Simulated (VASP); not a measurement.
The system is MgC2.

```
CELL_PARAMETERS angstrom
3.95078 0.00000 0.00000
0.00000 3.95078 0.00000
0.00000 0.00000 4.98709
ATOMIC_POSITIONS crystal
Mg 0.50000 0.50000 0.00000
Mg 0.00000 0.00000 0.50000
C 0.88765 0.88765 0.00000
C 0.61235 0.38766 0.50000
C 0.11235 0.11235 0.00000
C 0.38766 0.61235 0.50000
```

The cell comes from a database or a generator and needn't be the stable form of this composition.

```yaml
Program: VASP 6.6.1
Task: relaxation of cell and atoms
Functional: PBEsol
Potentials_or_basis: VASP PAW PBE potentials, release 64 (Mg, C)
Cutoff: 600 eV
k_mesh: 6 × 6 × 6
Occupations: gaussian, width 0.02 eV
Spin: no spin polarisation
```

At the start: pressure -2.3 GPa; volume 12.97 Å³/atom.

Q: How do energy, volume and symmetry change on relaxing?

A: Over 9 steps the energy falls by 3.3 meV/atom and the volume is 12.55 Å³/atom (-3.3 %); space group P4_2/mnm (No. 136, to 0.05 Å).

Step by step:
```
step  energy change (eV)  largest force (eV/Å)  pressure (GPa)  volume (Å³)
   1              0.0000                0.1019           -2.32        77.84
   2             -0.0183                0.0176           -0.24        75.75
   3             -0.0186                0.0055            0.03        75.50
   4             -0.0192                0.1626           -0.24        75.44
   5             -0.0192                0.1691           -0.26        75.44
   6             -0.0194                0.1474           -0.22        75.42
   7             -0.0199                0.0828           -0.12        75.36
   8             -0.0200                0.0479            0.09        75.25
   9             -0.0201                0.0018            0.00        75.30
```

Final structure:
```
CELL_PARAMETERS angstrom
3.92044 0.00000 0.00000
0.00000 3.92044 0.00000
0.00000 0.00000 4.89893
ATOMIC_POSITIONS crystal
Mg 0.50000 0.50000 0.00000
Mg 0.00000 0.00000 0.50000
C 0.88688 0.88688 0.00000
C 0.61312 0.38688 0.50000
C 0.11312 0.11312 0.00000
C 0.38688 0.61312 0.50000
```

Caveat: the standard files for N, O and F lose accuracy on very short bonds; the PAW data sets were made with another functional, which shifts forces and pressure a little.
